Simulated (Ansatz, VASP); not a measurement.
# BiB in two plane-wave programs

Aim: how closely do two programs agree when they are given the same cell, functional and k mesh? The cell is invented: As first built, before any earlier steps moved the atoms (in the runner's words): it takes the BP structure with some of its atoms replaced by other elements, volume scaled by an estimate. It may not be a known or stable phase. The cell is taken from a series of VASP runs on this material, whose earlier steps may have relaxed, scaled or displaced it; both programs get it as it stands.

Calculated with Ansatz 0.2.0; plane waves, with VASP 6.6.1 beside it; band structure at HSE06, spin-orbit coupling.

## Step 1: The structure

Symmetry: F-43m, No. 216, cubic system. The conventional cell has a = 5.523 Å, b = 5.523 Å, c = 5.523 Å, α = 90.00°, β = 90.00°, γ = 90.00°. Bi has 4 B at 2.39 Å nearest. Nearest to B lie 4 Bi at 2.39 Å. As first built, before any earlier steps moved the atoms (in the runner's words): sites of the BP structure (space group 216) filled with other elements, volume scaled by an estimate. Farther neighbours are not listed.

## Step 2: VASP: band structure, HSE06, spin-orbit coupling

Levels along a path test the potential and the projectors away from the mesh points.

Lines of VASP's logs that name or quote its potential files are left out, and so is its time.

The run reads the wave functions of an earlier VASP run, which isn't shown here.

Input file INCAR:

```
SYSTEM = BiB
PREC = Accurate
ENCUT = 420
EDIFF = 1E-06
NELM = 100
ISMEAR = 0
SIGMA = 0.02
LREAL = .FALSE.
ALGO = Normal
LHFCALC = .TRUE.
AEXX = 0.25
GGA = PE
HFSCREEN = 0.2
LASPH = .TRUE.
LNONCOLLINEAR = .TRUE.
MAGMOM = 0 0 0 0 0 0
NBANDS = 30
GGA_COMPAT = .FALSE.
LSORBIT = .TRUE.
PRECFOCK = Fast
LORBIT = 11
LWAVE = .FALSE.
LCHARG = .FALSE.
KPAR = 4
```

Input file POSCAR:

```
BiB
1.0
    0.0000000000      2.7613761270      2.7613761270
    2.7613761270      0.0000000000      2.7613761270
    2.7613761270      2.7613761270      0.0000000000
Bi B
1 1
Direct
    0.2500000000      0.2500000000      0.2500000000
    0.0000000000      0.0000000000      0.0000000000
```

Input file KPOINTS:

```
Automatic mesh
0
Gamma
4 4 4
0 0 0
```

Input file KPOINTS_OPT:

```
Line mode
6
Line-mode
Reciprocal
  0.00000000   0.00000000   0.00000000 GAMMA
  0.50000000   0.00000000   0.50000000 X

  0.50000000   0.00000000   0.50000000 X
  0.50000000   0.25000000   0.75000000 W

  0.50000000   0.25000000   0.75000000 W
  0.37500000   0.37500000   0.75000000 K

  0.37500000   0.37500000   0.75000000 K
  0.00000000   0.00000000   0.00000000 GAMMA

  0.00000000   0.00000000   0.00000000 GAMMA
  0.50000000   0.50000000   0.50000000 L

  0.50000000   0.50000000   0.50000000 L
  0.62500000   0.25000000   0.62500000 U

  0.62500000   0.25000000   0.62500000 U
  0.50000000   0.25000000   0.75000000 W

  0.50000000   0.25000000   0.75000000 W
  0.50000000   0.50000000   0.50000000 L

  0.50000000   0.50000000   0.50000000 L
  0.37500000   0.37500000   0.75000000 K

  0.62500000   0.25000000   0.62500000 U
  0.50000000   0.00000000   0.50000000 X
```

Potentials, in the order of the species: Bi_d and B (PBE family, release 64).

Launch:

```bash
mpirun -np 4 vasp_ncl
```

Numbers of over 12 decimals in the logs are rounded to 6 here.

The program printed:

```text
[banner, memory and clock lines left out]
running    4 mpi-ranks, on    1 nodes
 distrk:  each k-point on    1 cores,    4 groups
 distr:  one band on    1 cores,    1 groups

 POSCAR found type information on POSCAR BiB
 POSCAR found :  2 types and       2 ions
 LDA part: xc-table for (Slater+PW92), standard interpolation
 found WAVECAR, reading the header
 POSCAR, INCAR and KPOINTS ok, starting setup
 FFT: planning ... GRIDC
 FFT: planning ... GRID_SOFT
 FFT: planning ... GRID
 reading WAVECAR
 the WAVECAR file was read successfully
 initial charge from wavefunction
 entering main loop
       N       E                     dE             d eps       ncg     rms          rms(c)
DAV:   1    -0.109013299880E+02   -0.10901E+02   -0.40971E-01   700   0.647E+00    0.435E-01
DAV:   2    -0.109076831086E+02   -0.63531E-02   -0.19568E-02   694   0.960E-01    0.264E-01
DAV:   3    -0.109076887772E+02   -0.56686E-05   -0.34114E-03   850   0.344E-01    0.148E-01
DAV:   4    -0.109078705666E+02   -0.18179E-03   -0.39220E-04   732   0.152E-01    0.934E-02
DAV:   5    -0.109078772321E+02   -0.66655E-05   -0.61583E-05   860   0.878E-02    0.567E-02
DAV:   6    -0.109078884655E+02   -0.11233E-04   -0.19535E-05   924   0.422E-02    0.339E-02
DAV:   7    -0.109078970164E+02   -0.85508E-05   -0.40541E-06   700   0.161E-02    0.205E-02
DAV:   8    -0.109079006891E+02   -0.36727E-05   -0.97983E-07   616   0.921E-03    0.123E-02
DAV:   9    -0.109079026954E+02   -0.20064E-05   -0.42023E-07   438   0.659E-03    0.758E-03
DAV:  10    -0.109079040137E+02   -0.13182E-05   -0.25916E-07   408   0.503E-03    0.463E-03
DAV:  11    -0.109079047394E+02   -0.72573E-06   -0.12391E-07   408   0.391E-03
   1 F= -.10907905E+02 E0= -.10907905E+02  d E =-.529672E-37  mag=     0.0000     0.0000     0.0000
 Start KPOINTS_OPT (optional k-point list driver)
k-point batch [1-10\60]
       N       E                     dE             ncg
DAV:   1     0.244803021032E+03   -0.36120E+04      614
DAV:   2    -0.158869286589E+04   -0.18335E+04      600
DAV:   3    -0.179002661998E+04   -0.20133E+03      762
DAV:   4    -0.179866046240E+04   -0.86338E+01      722
DAV:   5    -0.179895716787E+04   -0.29671E+00      890
DAV:   6    -0.179896490607E+04   -0.77382E-02      838
DAV:   7    -0.179896507900E+04   -0.17293E-03      900
DAV:   8    -0.179896508160E+04   -0.26027E-05      732
DAV:   9    -0.179896508167E+04   -0.65939E-07      548
[...]
k-point batch [51-60\60]
       N       E                     dE             ncg
DAV:   1     0.155593425644E+03   -0.56103E+04      600
DAV:   2    -0.166768717169E+04   -0.18233E+04      600
DAV:   3    -0.185337327131E+04   -0.18569E+03      726
DAV:   4    -0.186041228032E+04   -0.70390E+01      784
DAV:   5    -0.186065745811E+04   -0.24518E+00      880
DAV:   6    -0.186066275015E+04   -0.52920E-02      896
DAV:   7    -0.186066283598E+04   -0.85833E-04      904
DAV:   8    -0.186066283753E+04   -0.15433E-05      784
DAV:   9    -0.186066283760E+04   -0.70370E-07      536
```

From OUTCAR (step 2):

```text
ion  position               nearest neighbor table
   1  0.250  0.250  0.250-   2 2.39   2 2.39   2 2.39   2 2.39
   2  0.000  0.000  0.000-   1 2.39   1 2.39   1 2.39   1 2.39

  LATTYP: Found a face centered cubic cell.
 ALAT       =     5.5227522540

 Subroutine GETGRP returns: Found 24 space group operations
 (whereof 24 operations were pure point group operations)

The static configuration has the point symmetry T_d .

 Found     10 irreducible k-points:

   k-points           NKPTS =     10   k-points in BZ     NKDIM =     64   number of bands    NBANDS=     30

   dimension x,y,z NGX =    28 NGY =   28 NGZ =   28
   dimension x,y,z NGXF=    56 NGYF=   56 NGZF=   56

   ENCUT  =  420.0 eV  30.87 Ry    5.56 a.u.   6.53  6.53  6.53*2*pi/ulx,y,z

   NELECT =      18.0000    total number of electrons

 k-points in reciprocal lattice and weights: Automatic mesh
   0.00000000  0.00000000  0.00000000       0.016
   0.25000000  0.00000000  0.00000000       0.062
  -0.25000000  0.00000000  0.00000000       0.062
   0.50000000  0.00000000  0.00000000       0.062
   0.25000000  0.25000000  0.00000000       0.094
   0.50000000  0.25000000  0.00000000       0.188
   0.50000000 -0.25000000  0.00000000       0.188
  -0.25000000  0.25000000  0.00000000       0.188
   0.50000000  0.50000000  0.00000000       0.047
  -0.25000000  0.50000000  0.25000000       0.094

  exchange ACFDT corr.  =         0.00000000  see jH, gK, PRB 81, 115126

 average (electrostatic) potential at core
       1 -98.0242       2 -23.9027

 E-fermi :   7.0637

 k-point     1 :       0.0000    0.0000    0.0000
  band No.  band energies     occupation
    ...
     14       5.5824      1.00000
     15       6.8871      1.00000
     16       6.8871      1.00000
     17       6.8872      1.00000
     18       6.8872      1.00000
     19       7.4663      0.00000
     20       7.4663      0.00000
     21       9.2299      0.00000
     22       9.2299      0.00000
     23      10.6236      0.00000
    ...

 k-point     2 :       0.2500    0.0000    0.0000
  band No.  band energies     occupation
    ...
     14       1.4315      1.00000
     15       5.0802      1.00000
     16       5.0802      1.00000
     17       5.8935      1.00000
     18       5.9226      1.00000
     19       7.9692      0.00000
     20       7.9692      0.00000
     21      10.7013      0.00000
     22      10.7013      0.00000
     23      11.6566      0.00000
    ...

 k-point     3 :      -0.2500    0.0000    0.0000
  band No.  band energies     occupation
    ...
     14       1.4315      1.00000
     15       5.0802      1.00000
     16       5.0802      1.00000
     17       5.8935      1.00000
     18       5.9226      1.00000
     19       7.9692      0.00000
     20       7.9692      0.00000
     21      10.7013      0.00000
     22      10.7013      0.00000
     23      11.6566      0.00000
    ...

  energy-cutoff  :      420.00
  volume of cell :       42.11
      direct lattice vectors                 reciprocal lattice vectors
     0.000000000  2.761376127  2.761376127    -0.181069140  0.181069140  0.181069140
     2.761376127  0.000000000  2.761376127     0.181069140 -0.181069140  0.181069140
     2.761376127  2.761376127  0.000000000     0.181069140  0.181069140 -0.181069140

 POSITION                                       TOTAL-FORCE (eV/Angst)
 -----------------------------------------------------------------------------------
      1.38069      1.38069      1.38069        -0.000000     -0.000000     -0.000000
      0.00000      0.00000      0.00000         0.000000      0.000000      0.000000
 -----------------------------------------------------------------------------------
    total drift:                                0.000000      0.000003     -0.000004

  FREE ENERGIE OF THE ION-ELECTRON SYSTEM (eV)
  ---------------------------------------------------
  free  energy   TOTEN  =       -10.9079047394 eV

  energy  without entropy=      -10.9079047394  energy(sigma->0) =      -10.90790474

 Spin-Orbit-Coupling matrix elements
 Ion:    1  E_soc:     -1.3624713
 Ion:    2  E_soc:      0.0000304

 total charge
# of ion       s       p       d       tot
------------------------------------------
    1        1.429   1.666   9.961  13.056
    2        0.650   0.991   0.000   1.641
--------------------------------------------------
tot          2.079   2.657   9.961  14.697

 magnetization (x)
# of ion       s       p       d       tot
------------------------------------------
    1       -0.000   0.000  -0.000  -0.000
    2       -0.000   0.000   0.000  -0.000
--------------------------------------------------
tot         -0.000   0.000  -0.000  -0.000

 magnetization (y)
# of ion       s       p       d       tot
------------------------------------------
    1       -0.000  -0.000   0.000  -0.000
    2        0.000   0.000   0.000   0.000
--------------------------------------------------
tot         -0.000  -0.000   0.000  -0.000

 magnetization (z)
# of ion       s       p       d       tot
------------------------------------------
    1       -0.000  -0.000  -0.000  -0.000
    2       -0.000   0.000   0.000   0.000
--------------------------------------------------
tot         -0.000   0.000  -0.000  -0.000

[... 3 further parts left out ...]
```

The k-mesh is coarse for exact exchange; levels may shift by about 0.1 eV on a finer one. VASP adds spin-orbit coupling inside the spheres on scalar-relativistic partial waves, which describe the 6p1/2 states imperfectly, so such gaps can be off by a tenth of an eV or more.

(Part 1 of 2 ends here.)

[Lines on the potential files, build, host, timing and source positions are cut from VASP's logs without a mark.]

[Logs are printed without paths, hosts, clocks, repeated set-up lines and the standing remarks that a program may print on its own settings, such as how far it seeks lower states.]

[Hosts, paths, dates, database ids (printed as entryN), source tags and the programs' standing remarks are cut or masked in the printed files.]
